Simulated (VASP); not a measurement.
# RbW2 (P-3m1) in VASP: notebook, part 2 of 2

VASP 6.6.1. Earlier steps stand in the parts before.

## Step 3: Single point, PBE

This run uses another cell than the first one, of 24.79 Å³/atom, 0.612 times its volume.

INCAR

```
SYSTEM = RbW2
  PREC = Accurate
  ENCUT = 520
  EDIFF = 1E-6
  ISMEAR = 0
  SIGMA = 0.1
  LREAL = .False.
  LASPH = .True.
  NELM = 100
  ALGO = Normal
  ISIF = 2
  LWAVE = .False.
  LCHARG = .False.
  GGA = PE
  NBANDS = 26
```

KPOINTS

```
regular mesh
0
Gamma
  6 6 2
  0 0 0
```

POSCAR

```
RbW2
1.0
    3.2092529151      0.0000000000      0.0000000000
   -1.6046264575      2.7792945516      0.0000000000
    0.0000000000      0.0000000000      8.3369902651
Rb W
1 2
Direct
    0.0000000000      0.0000000000      0.5000000000
    0.3333333333      0.6666666667      0.8984997804
    0.6666666667      0.3333333333      0.1015002196
```

Potentials or basis: VASP PAW PBE potentials, release 64 (Rb_sv, W_sv).

The run is started by

```console
$ cat potpaw_PBE.64/Rb_sv/POTCAR potpaw_PBE.64/W_sv/POTCAR > POTCAR
$ mpirun -np 1 vasp_std > vasp.out
```

OUTCAR:

```text
SYSTEM = RbW2
   PREC = Accurate
   ENCUT = 520
   EDIFF = 1E-6
   ISMEAR = 0
   LREAL = .False.
   LASPH = .True.
   NELM = 100
   ISIF = 2
   GGA = PE

 ion  position               nearest neighbor table
   1  0.000  0.000  0.500-   2 3.80   3 3.80   2 3.80   3 3.80   3 3.80   2 3.80
   2  0.333  0.667  0.898-   3 2.51   3 2.51   3 2.51   1 3.80   1 3.80   1 3.80
   3  0.667  0.333  0.102-   2 2.51   2 2.51   2 2.51   1 3.80   1 3.80   1 3.80

  LATTYP: Found a hexagonal cell.
 ALAT       =     3.2092529151
 C/A-ratio  =     2.5977978320

  Lattice vectors:

 A1 = (   3.2092529151,   0.0000000000,   0.0000000000)
 A2 = (  -1.6046264575,   2.7792945516,   0.0000000000)
 A3 = (   0.0000000000,   0.0000000000,   8.3369902651)

Analysis of symmetry for initial positions (statically):
=====================================================================
 Subroutine PRICEL returns:
 Original cell was already a primitive cell.

 Routine SETGRP: Setting up the symmetry group for a
 hexagonal supercell.

 Subroutine GETGRP returns: Found 12 space group operations
 (whereof 12 operations were pure point group operations)
[... 154 lines left out ...]

  energy without entropy =      -22.85081305  energy(sigma->0) =      -22.85953095

 E-fermi :   5.8778     XC(G=0): -10.4976

 val. band max:        5.7552371912   @ k =   0.1667   0.1667   0.5000
 cond. band min:       5.8825756059   @ k =   0.3333   0.3333   0.0000
 fundamental gap:      0.1273384146
 Fermi energy:         5.8777674797

 k-point     1 :       0.0000    0.0000    0.0000
  band No.  band energies     occupation
      1     -68.0639      2.00000
      2     -67.8154      2.00000
      3     -32.7178      2.00000
      4     -32.2917      2.00000
      5     -32.2917      2.00000
      6     -31.7736      2.00000
[... 395 lines left out ...]
     25      10.2132      0.00000
     26      10.2132      0.00000

------------------------ aborting loop because EDIFF is reached ----------------------------------------

  FORCE on cell =-STRESS in cart. coord.  units (eV):
  Direction    XX          YY          ZZ          XY          YZ          ZX
  --------------------------------------------------------------------------------------
  -------------------------------------------------------------------------------------
  Total        0.2090121      0.2090121      0.1907576      0.0000000      0.0000000     -0.0000000
  in kB        4.5033343      4.5033343      4.1100266      0.0000000      0.0000000     -0.0000000
  external PRESSURE =       4.3722318 kB  Pullay stress =       0.0000000 kB

 VOLUME and BASIS-vectors are now :
 -----------------------------------------------------------------------------
  energy-cutoff  :      520.00
  volume of cell :       74.36
      direct lattice vectors                 reciprocal lattice vectors
     3.209252915  0.000000000  0.000000000     0.311599000  0.179901767  0.000000000
    -1.604626457  2.779294552  0.000000000     0.000000000  0.359803533  0.000000000
     0.000000000  0.000000000  8.336990265     0.000000000  0.000000000  0.119947363

 POSITION                                       TOTAL-FORCE (eV/Angst)
 -----------------------------------------------------------------------------------
      0.00000      0.00000      4.16850         0.000000      0.000000      0.000000
     -0.00000      1.85286      7.49078         0.000000     -0.000000     -0.095380
      1.60463      0.92643      0.84621        -0.000000      0.000000      0.095380
 -----------------------------------------------------------------------------------
    total drift:                                0.000000     -0.000000      0.000000

  FREE ENERGIE OF THE ION-ELECTRON SYSTEM (eV)
  ---------------------------------------------------
  free  energy   TOTEN  =       -22.8682488502 eV

  energy  without entropy=      -22.8508130547  energy(sigma->0) =      -22.85953095
```

stdout:

```text
POSCAR found type information on POSCAR RbW
 POSCAR found :  2 types and       3 ions
 scaLAPACK will be used
 LDA part: xc-table for (Slater+PW92), standard interpolation
 POSCAR, INCAR and KPOINTS ok, starting setup
 FFT: planning ... GRIDC
 FFT: planning ... GRID_SOFT
 FFT: planning ... GRID
 WAVECAR not read
 entering main loop
```

Wall time 24 s (1 thread of Intel Xeon Platinum 8488C (Sapphire Rapids), shared host); peak memory 0.18 GiB.

What came out:

- Free energy: -22.8682 eV
- Pressure: 0.4 GPa
- Largest force: 0.095 eV/Å
- Band gap on the k mesh: none (metal or under the smearing width)

Forces in eV/Å, atoms in the order of the input:
```
Rb   0.000  0.000  0.000
W    0.000  0.000 -0.095
W    0.000  0.000  0.095
```

Caveat: the k mesh is coarse (spacing up to 0.38 Å⁻¹), so the values aren't converged. Spin-orbit coupling is left out, which matters for the levels of W.

## Step 4: Relaxation of cell and atoms, PBE

INCAR

```
PREC     = Accurate       # precision mode
ENCUT    = 600            # plane-wave cutoff, eV
EDIFF    = 1E-7           # SCF threshold, eV
ISMEAR   = 0              # smearing method
SIGMA    = 0.1            # smearing width, eV
LREAL    = F              # projectors in reciprocal space
LASPH    = T              # aspherical terms in the spheres
NELM     = 100            # most SCF steps
ALGO     = Normal         # electronic algorithm
ISIF     = 3              # what is computed and relaxed
LWAVE    = F              # write WAVECAR
LCHARG   = F              # write CHGCAR
GGA      = PE             # functional
IBRION   = 2              # ionic algorithm
NSW      = 90             # ionic steps
EDIFFG   = -0.04          # ionic threshold
```

KPOINTS

```
Automatic mesh
0
Gamma
  6 6 2
```

POSCAR

```
RbW2
1.0
    4.0460034800      0.0000000000      0.0000000000
   -2.0230017400      3.5039418000      0.0000000000
    0.0000000000      0.0000000000      8.5637767100
Rb W
1 2
Direct
    0.0000000000      0.0000000000      0.5000000000
    0.3333333300      0.6666666700      0.8700747400
    0.6666666700      0.3333333300      0.1299252600
```

The run is started by

```console
$ cat potpaw_PBE.64/Rb_sv/POTCAR potpaw_PBE.64/W_sv/POTCAR > POTCAR
$ mpirun -np 1 vasp_std > vasp.out
```

Run time: 8.8 min. Hardware: 1 thread of Intel Xeon Platinum 8488C (Sapphire Rapids), shared host; peak memory 0.3 GiB.

The run converged. Its results:

| Item | Value |
| --- | --- |
| Free energy | -22.8705 eV |
| Relaxed volume | 24.87 Å³/atom |
| Relaxed cell | a = 3.218 Å, b = 3.218 Å, c = 8.318 Å, α = 90.00°, β = 90.00°, γ = 120.00° |
| Space group after relaxing (to 0.05 Å) | P-3m1 (No. 164) |
| Energy gained by relaxing | 2230.3 meV/atom |
| Ionic steps | 18 |
| Pressure after relaxing | 0.0 GPa |
| Largest force after relaxing | 0.030 eV/Å |
| Band gap on the k mesh | none (metal or under the smearing width) |

Forces in eV/Å, atoms in the order of the input:
```
Rb   0.000  0.000  0.000
W    0.000  0.000  0.030
W    0.000  0.000 -0.030
```

Stress tensor (GPa, compression positive):
```
-0.12  0.00  0.00
 0.00 -0.12  0.00
 0.00  0.00  0.22
```

Step by step:
| step | energy change (eV) | largest force (eV/Å) | pressure (GPa) | volume (Å³) |
| --- | --- | --- | --- | --- |
| 1 | 0.0000 | 5.6840 | -16.65 | 121.41 |
| 2 | -4.6388 | 8.1745 | 35.26 | 61.50 |
| 3 | -6.0954 | 1.8969 | -2.44 | 74.73 |
| 4 | -6.1312 | 1.1745 | 0.22 | 73.09 |
| 5 | -6.1338 | 0.7823 | 1.67 | 72.29 |
| 6 | -6.4281 | 1.4590 | 5.81 | 72.46 |
| 7 | -6.4379 | 2.4360 | 7.91 | 72.42 |
| 8 | -6.5686 | 1.9548 | 5.08 | 74.10 |
| 9 | -6.6617 | 0.3278 | -0.74 | 77.98 |
| 10 | -6.6686 | 0.6513 | 0.31 | 77.20 |
| 11 | -6.6686 | 0.6898 | 0.44 | 77.11 |
| 12 | -6.6755 | 0.5202 | 0.08 | 76.96 |
| 13 | -6.6831 | 0.0863 | -0.86 | 76.58 |
| 14 | -6.6857 | 0.1028 | -0.59 | 76.13 |
| 15 | -6.6892 | 0.1535 | 0.34 | 74.79 |
| 16 | -6.6904 | 0.0470 | -0.11 | 74.72 |
| 17 | -6.6904 | 0.0532 | -0.14 | 74.72 |
| 18 | -6.6908 | 0.0299 | 0.00 | 74.60 |

Final structure:
```
Rb W
1.0
     3.21811    0.00000    0.00000
    -1.60905    2.78696    0.00000
     0.00000    0.00000    8.31815
Rb W
1 2
Direct
  0.00000 0.00000 0.50000
  0.33333 0.66667 0.89828
  0.66667 0.33333 0.10172
```

Levels at points of the mesh, in eV from the Fermi level:
```tsv
k point	band 14	band 15	band 16	band 17	band 18	band 19	band 20	band 21	band 22
(0.00, 0.00, 0.00)	-4.73	-1.92	-1.92	-1.74	-1.74	-1.65	-1.29	1.36	2.54
(0.50, 0.00, 0.00)	-3.87	-2.72	-1.52	-0.94	-0.71	0.13	0.94	1.41	2.37
(0.00, 0.00, 0.50)	-4.82	-2.73	-1.91	-1.91	-1.74	-1.74	0.17	0.92	2.56
(0.50, 0.00, 0.50)	-3.98	-2.62	-1.53	-1.28	-0.34	0.10	1.48	1.92	2.21
```

Caveat: the k mesh is coarse (spacing up to 0.37 Å⁻¹), so the values aren't converged; the volume moved by over 15 % at a fixed basis, so the end points are rough. Spin-orbit coupling is left out, which matters for the levels of W.

## Step 5: Summary

| task | cell | cutoff (eV) | gap on the mesh (eV) | pressure (GPa) | largest force (eV/Å) |
| --- | --- | --- | --- | --- | --- |
| single point | P-3m1, 40.47 Å³/atom | 520 | none | -16.7 | 5.68 |
| single point | P-3m1, 24.79 Å³/atom | 520 | none | 0.4 | 0.10 |
| relaxation of cell and atoms | relaxed | 600 | none | 0.0 | 0.03 |

Alike in all rows: level PBE; potentials or basis VASP PAW PBE potentials, release 64 (Rb_sv, W_sv); no spin polarisation; k mesh 6 × 6 × 2; smearing gaussian 0.1 eV; the mesh is coarse, so values aren't converged.

Caveats: all runs use coarse meshes; so large a pressure means that the cell lies far from this level's equilibrium, or that cutoff or potentials fall short (some runs); forces of over 1 eV/Å show positions far from the minimum, so gaps and moduli don't describe the material at rest (some runs); the volume moved by over 15 % at a fixed basis, so the end points are rough (some runs).

Absolute energies hang on the potentials; compare differences alone.
